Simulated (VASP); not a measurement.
**AlHgO2: single point with PBE**

AlHgO2:

```
Al Hg O
1.0
     3.52112    0.00000    0.00000
     0.00000    3.52112    0.00000
     0.00000    0.00000    6.36318
Al Hg O
1 1 2
Cartesian
  1.7606 1.7606 1.6363
  0.0000 0.0000 4.8190
  0.0000 1.7606 1.6360
  1.7606 0.0000 1.6360
```

The cell was built by a generator and needn't be a form met in nature.

```
Program                : VASP 6.6.1
Task                   : single point
Functional             : PBE
Potentials or basis    : VASP PAW PBE potentials, release 64 (Al, Hg, O)
Cutoff                 : 520 eV
k mesh                 : 14 × 14 × 8
Occupations            : gaussian, width 0.1 eV
Spin                   : no spin polarisation
Dipole correction      : no
Further INCAR settings : ALGO = Fast; EDIFF = 1e-06; NBANDS = 22
```

```
Pressure               : 0.0 GPa
Band gap on the k mesh : none (metal or under the smearing width)
```

Stress tensor (GPa, compression positive):
```
 0.06  0.00  0.00
 0.00  0.06  0.00
 0.00  0.00 -0.04
```

Levels at points of the mesh, in eV from the Fermi level:
```csv
k point,band 11,band 12,band 13,band 14,band 15,band 16,band 17,band 18
"(0.00, 0.00, 0.00)",-3.55,-0.59,-0.15,-0.15,4.20,5.20,9.49,9.49
"(0.50, 0.00, 0.00)",-1.98,-1.87,-1.39,-0.98,1.42,5.89,6.48,7.77
"(0.50, 0.50, 0.00)",-1.67,-1.67,0.80,1.04,3.63,3.63,5.13,6.52
"(0.00, 0.00, 0.50)",-1.94,-0.58,-0.14,-0.14,2.06,7.59,8.59,9.13
"(0.50, 0.00, 0.50)",-2.27,-1.60,-1.38,-0.61,1.90,5.32,5.83,8.13
"(0.50, 0.50, 0.50)",-1.79,-1.76,0.65,1.04,3.96,3.96,4.83,7.43
```

It took 4.5 min on 1 thread of Intel(R) Xeon(R) Platinum 8259CL CPU @ 2.50GHz (Skylake/Cascade Lake), with other jobs on the host, peak memory 0.42 GiB.

Caveat: an odd number of electrons without spin polarisation forces a metal; a magnetic or distorted state may lie lower. Spin-orbit coupling is left out, which matters for the levels of Hg.
